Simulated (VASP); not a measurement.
# ZnO (P6_3mc) in VASP: a series of runs, part 2 of 2

VASP 6.6.1. Earlier steps stand in the parts before.

### 3 Optical spectrum, r2SCAN

INCAR reads:

```
  ALGO = Normal
  CSHIFT = 0.1
  EDIFF = 1E-7
  ENCUT = 520
  ISIF = 2
  ISMEAR = 0
  LASPH = True
  LCHARG = False
  LMIXTAU = True
  LOPTICS = True
  LREAL = False
  LWAVE = False
  METAGGA = R2SCAN
  NBANDS = 66
  NEDOS = 2000
  NELM = 80
  PREC = Accurate
  SIGMA = 0.02
```

KPOINTS reads:

```
k-points
0
Gamma
  18 18 10
```

POSCAR reads:

```
ZnO                                     
1.0
    3.2434016474      0.0000000000      0.0000000000
   -1.6217008237      2.8088682186      0.0000000000
    0.0000000000      0.0000000000      5.2210915100
  Zn              O             
     2     2
Direct
     0.3333333300000021    0.6666666699999979    0.4994200213972206
     0.6666666699999979    0.3333333300000021    0.9994200213972206
     0.6666666699999979    0.3333333300000021    0.3795899786027803
     0.3333333300000021    0.6666666699999979    0.8795899786027803
```

Potentials or basis: VASP PAW PBE potentials, release 64 (Zn, O).

Started as:

```console
> cat potpaw_PBE.64/Zn/POTCAR potpaw_PBE.64/O/POTCAR > POTCAR
> mpirun -np 1 vasp_std > vasp.out
```

OUTCAR:

```text
EDIFF = 1E-7
   ENCUT = 520
   ISIF = 2
   ISMEAR = 0
   LASPH = True
   LREAL = False
   METAGGA = R2SCAN
   NELM = 80
   PREC = Accurate

 ion  position               nearest neighbor table
   1  0.333  0.667  0.499-   3 1.97   3 1.97   3 1.97   4 1.98
   2  0.667  0.333  0.999-   4 1.97   4 1.97   4 1.97   3 1.98
   3  0.667  0.333  0.380-   1 1.97   1 1.97   1 1.97   2 1.98
   4  0.333  0.667  0.880-   2 1.97   2 1.97   2 1.97   1 1.98

  LATTYP: Found a hexagonal cell.
 ALAT       =     3.2434016474
 C/A-ratio  =     1.6097579263

  Lattice vectors:

 A1 = (   3.2434016474,   0.0000000000,   0.0000000000)
[... 1032 lines left out ...]
     1.87262     0.96468     0.96468     0.94528     0.00000     0.00000     0.00000
     2.80894     1.33719     1.33719     1.80275    -0.00000    -0.00000    -0.00000
     3.74525     1.33212     1.33212     1.10952     0.00000     0.00000     0.00000
     4.68156     1.03321     1.03321     1.20694    -0.00000     0.00000    -0.00000
[... 92 lines left out ...]
    91.75859     0.00020     0.00020     0.00019     0.00000     0.00000     0.00000
    92.69490     0.00019     0.00019     0.00019     0.00000     0.00000     0.00000

  frequency dependent      REAL DIELECTRIC FUNCTION (independent particle, no local field effects) density-density
     E(ev)        X           Y           Z          XY          YZ          ZX
  --------------------------------------------------------------------------------------------------------------
     0.00000     4.28407     4.28407     4.32478    -0.00000     0.00000    -0.00000
     0.93631     4.57399     4.57399     4.57838    -0.00000     0.00000    -0.00000
     1.87262     4.11255     4.11255     4.39579    -0.00000    -0.00000    -0.00000
     2.80894     3.67241     3.67241     3.91190     0.00000    -0.00000    -0.00000
     3.74525     3.72150     3.72150     3.82048    -0.00000    -0.00000     0.00000
     4.68156     3.48137     3.48137     3.46729     0.00000     0.00000     0.00000
[... 92 lines left out ...]
    91.75859     0.92485     0.92485     0.92528     0.00000    -0.00000     0.00000
    92.69490     0.92664     0.92664     0.92706     0.00000    -0.00000     0.00000

  frequency dependent IMAGINARY DIELECTRIC FUNCTION (independent particle, no local field effects) current-current
     E(ev)      X         Y         Z        XY        YZ        ZX
  --------------------------------------------------------------------------------------------------------------
     0.00000    14.02833    14.02833    14.20556    -0.00000     0.00000    -0.00000
     0.93631     0.86184     0.86184     0.84118    -0.00000     0.00000    -0.00000
     1.87262     1.29482     1.29482     1.30635    -0.00000    -0.00000     0.00000
     2.80894     1.52477     1.52477     2.01040    -0.00000    -0.00000     0.00000
     3.74525     1.47661     1.47661     1.26059    -0.00000    -0.00000     0.00000
     4.68156     1.13833     1.13833     1.31168    -0.00000     0.00000     0.00000
[... 92 lines left out ...]
    91.75859     0.00003     0.00003     0.00003    -0.00000    -0.00000     0.00000
    92.69490     0.00003     0.00003     0.00003    -0.00000    -0.00000     0.00000

  frequency dependent      REAL DIELECTRIC FUNCTION (independent particle, no local field effects) current-current
     E(ev)        X           Y           Z          XY          YZ          ZX
  --------------------------------------------------------------------------------------------------------------
     0.00000     4.27359     4.27359     4.31579    -0.00000    -0.00000     0.00000
     0.93631     4.55121     4.55121     4.56144    -0.00000    -0.00000     0.00000
     1.87262     4.01008     4.01008     4.29479    -0.00000    -0.00000    -0.00000
     2.80894     3.57724     3.57724     3.78060     0.00000    -0.00000    -0.00000
     3.74525     3.65026     3.65026     3.76168     0.00000     0.00000     0.00000
     4.68156     3.43767     3.43767     3.41594     0.00000     0.00000    -0.00000
[... 92 lines left out ...]
    91.75859     0.92485     0.92485     0.92529    -0.00000    -0.00000     0.00000
    92.69490     0.92664     0.92664     0.92707    -0.00000    -0.00000     0.00000
```

stdout:

```text
POSCAR found type information on POSCAR ZnO
 POSCAR found :  2 types and       4 ions
 scaLAPACK will be used
 -----------------------------------------------------------------------------
|                                                                             |
|                                                                             |
|     You enforced a specific xc type in the INCAR file but a different       |
|     I HOPE YOU KNOW WHAT YOU ARE DOING!                                     |
|                                                                             |
 -----------------------------------------------------------------------------

 LDA part: xc-table for (None), standard interpolation
 POSCAR, INCAR and KPOINTS ok, starting setup
 FFT: planning ... GRIDC
 FFT: planning ... GRID_SOFT
 FFT: planning ... GRID
 WAVECAR not read
 entering main loop
 optical routines
 imaginary and real dielectric function
 direction            1
 direction            2
 direction            3
```

It took 37 min on 1 thread of Intel Xeon Platinum 8375C at 2.90GHz (Ice Lake), shared host; peak memory 0.92 GiB.

Results:

| Property | Result |
| --- | --- |
| Free energy | -36.3186 eV |
| Pressure | 0.0 GPa |
| Band gap on the k mesh | 1.22 eV, direct |

Dielectric function (mean over the directions given):
| energy (eV) | real part | imaginary part |
| --- | --- | --- |
| 0.28 | 4.32 | 0.01 |
| 1.31 | 4.83 | 0.45 |
| 2.34 | 3.68 | 1.31 |
| 3.37 | 3.82 | 1.30 |
| 4.40 | 3.65 | 1.36 |
| 5.43 | 3.61 | 1.18 |
| 6.46 | 3.83 | 1.55 |
| 7.49 | 3.39 | 2.47 |
| 8.52 | 2.72 | 2.21 |
| 9.55 | 3.11 | 2.45 |
| 10.58 | 3.18 | 3.35 |
| 11.61 | 1.61 | 4.04 |
| 12.64 | 1.76 | 3.93 |
| 13.67 | 0.37 | 3.45 |
| 14.70 | -0.34 | 3.33 |
| 15.73 | -0.84 | 1.72 |
| 16.76 | -0.25 | 1.21 |
| 17.79 | -0.08 | 1.08 |
| 18.82 | 0.01 | 0.89 |
| 19.94 | 0.01 | 0.64 |

Caveat: independent-particle spectra lack excitons; the PAW data sets were made with another functional, which shifts forces and pressure a little.

### 4 How close it comes

Step 2. Measured gap of ZnO: 3.37 eV (quoted in “Electronic structure of alkaline earth and post-transition metal oxides”, 2009, arxiv:0908.1581). This calculation gives 1.22 eV (-2.15 eV). So large a miss can be the level of theory's own, or it may mean another phase, state or a wrong row. The value is that of r2SCAN, without temperature or zero-point motion.

Step 3. Against the measured gap of ZnO, 3.37 eV (quoted in “Electronic structure of alkaline earth and post-transition metal oxides”, 2009, arxiv:0908.1581), the calculated 1.22 eV is off by -2.15 eV. So large a miss can be the level of theory's own, or it may mean another phase, state or a wrong row. The value is that of r2SCAN on a finite k mesh, which can miss the band edges, without temperature or zero-point motion.
